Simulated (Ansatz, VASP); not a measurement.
## One calculation of LaBi, two programs

```
CELL_PARAMETERS angstrom
0.00000 3.15706 3.15706
3.15706 0.00000 3.15706
3.15706 3.15706 0.00000
ATOMIC_POSITIONS crystal
La 0.00000 0.00000 0.00000
Bi 0.50000 0.50000 0.50000
```

Alike in both runs: functional LDA; k mesh 9 × 9 × 9; occupations fermi-dirac, width 0.1 eV; no spin polarisation.

Ansatz relaxed the structure, and its values are those at the end. VASP's run is a single point on that final structure, the one shown.

|  | VASP | Ansatz |
| --- | --- | --- |
| version | VASP 6.6.1 | Ansatz 0.2.0 |
| potentials or method | VASP PAW LDA potentials, release 64 (La, Bi_d) | plane waves, PAW |
| plane-wave cutoff (eV) | 520 | 420 |
| valence electrons in the cell | 26 | 26 |

```tsv
	VASP	Ansatz	Ansatz less VASP
pressure (GPa)	6.0	6.0	-0.03
```
